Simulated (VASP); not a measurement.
## PbS: computed properties

All values below come from LDA (Ceperley-Alder, Perdew-Zunger), VASP's LDA PAW potentials (set 64) (plane waves; VASP 6.6.1).

| Item | Value |
|---|---|
| space group | C2 (5) |
| cell | a = 5.8332 Å, b = 5.8296 Å, c = 22.1147 Å, α = γ = 90.00°, β = 95.18° |
| band gap (over mesh and band path) | 1.46 eV |
| smallest direct gap (over mesh and band path) | 1.46 eV |
| band-edge character | direct, L2-Γ at 0.18 to L2-Γ at 0.18 |

```
PbS
1.0
    2.91658    -2.91478     0.00369
    2.91658     2.91478     0.00369
   -2.02377     0.00000    22.02189
Pb S
2 2
Direct
  0.73809   0.71795   0.93630
  0.28205   0.26191   0.06370
  0.24005   0.21958   0.94350
  0.78042   0.75995   0.05650
```

The cell holds vacuum, so volume and density refer to the whole cell.  The cell holds a wide vacuum, so values per volume refer to the whole cell. Unless said otherwise, spin-orbit coupling is left out, though it shifts the bands of the heavy elements here.

The cell is a sheet with vacuum, built from a database entry that may be metastable or hypothetical.
